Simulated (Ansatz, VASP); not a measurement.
Given: the input of a run of Ansatz 0.2.0 on HPbNO4.

The input input.yaml:

```yaml
crystal:
  lattice:
    - [4.2175284574, -0.0003945939, 0.0062740435]
    - [-2.0558245203, 5.137366372, -0.0484068106]
    - [-2.0950668868, -1.8405242062, 4.8484841545]
  atoms:
    - { symbol: H, position: [0.99073, 0.0333, 0.90994] }
    - { symbol: Pb, position: [0.50274, 0.81989, 0.14287] }
    - { symbol: "N", position: [0.00838, 0.47408, 0.50265] }
    - { symbol: O, position: [0.99816, 0.92741, 0.02877] }
    - { symbol: O, position: [0.19467, 0.73435, 0.60852] }
    - { symbol: O, position: [0.81673, 0.35882, 0.24556] }
    - { symbol: O, position: [0.01381, 0.33121, 0.65217] }
hamiltonian:
  xc: pbe
  pseudopotentials: { kind: paw }
kpoints:
  mp_grid: { grid: [8, 6, 6] }
scf:
  occupations: { method: fermi_dirac, width: 0.05 }
output:
  forces: true
  stress: true
  eigenvalues: true
```

Potentials or basis: Ansatz PAW.

Command:

```console
$ ansatz run input.yaml --threads 8 --pin off --max-ram 20480MiB --backend cpu --events-out ev --progress --plain --runs-dir out
```

Question: Translate it to VASP 6.6.1. Potentials there: VASP PAW PBE potentials, release 64 (H, Pb_d, N, O).

Answer: As run (the cutoff follows the program's own potentials):

The input INCAR:

```
ALGO = Normal
EDIFF = 1E-7
ENCUT = 520
GGA = PE
ISIF = 2
ISMEAR = -1
KPAR = 4
LASPH = True
LCHARG = False
LREAL = False
LWAVE = False
NBANDS = 31
NELM = 80
PREC = Accurate
SIGMA = 0.05
```

File KPOINTS:

```
k-points
0
Gamma
  8 6 6
```

The input POSCAR:

```
HPbNO4
1.0
    4.2175284574     -0.0003945939      0.0062740435
   -2.0558245203      5.1373663720     -0.0484068106
   -2.0950668868     -1.8405242062      4.8484841545
H Pb N O
1 1 1 4
Direct
    0.9907300000      0.0333000000      0.9099400000
    0.5027400000      0.8198900000      0.1428700000
    0.0083800000      0.4740800000      0.5026500000
    0.9981600000      0.9274100000      0.0287700000
    0.1946700000      0.7343500000      0.6085200000
    0.8167300000      0.3588200000      0.2455600000
    0.0138100000      0.3312100000      0.6521700000
```

Potentials or basis: VASP PAW PBE potentials, release 64 (H, Pb_d, N, O).

Run with:

```sh
$ cat potpaw_PBE.64/H/POTCAR potpaw_PBE.64/Pb_d/POTCAR potpaw_PBE.64/N/POTCAR potpaw_PBE.64/O/POTCAR > POTCAR
$ mpirun -np 4 vasp_std > vasp.out
```

Both were run:

|  | VASP | Ansatz | Ansatz less VASP |
| --- | --- | --- | --- |
| gap on the k mesh at the Fermi level (eV) | 2.84 | 2.87 | +0.032 |
| least direct gap on the mesh (eV) | 3.21 | 3.24 | +0.032 |
| pressure (GPa) | 4.5 | 3.8 | -0.74 |
| largest component of the traceless stress (GPa) | 2.81 | 1.90 | -0.915 |
| rms of the force components (eV/Å) | 0.629 | 0.456 | -0.1733 |

Atom by atom the forces differ by 0.176 eV/Å (rms over components).

Caveats: spin-orbit coupling is left out, which as a rule narrows the gap of such compounds by several tenths of an eV; forces of over 1 eV/Å show positions far from the minimum, so gaps and moduli don't describe the material at rest; the standard files for N, O and F lose accuracy on very short bonds (VASP); the pressure holds a Pulay correction of +0.6 GPa for the finite cutoff (Ansatz). A k mesh can miss the band edges.
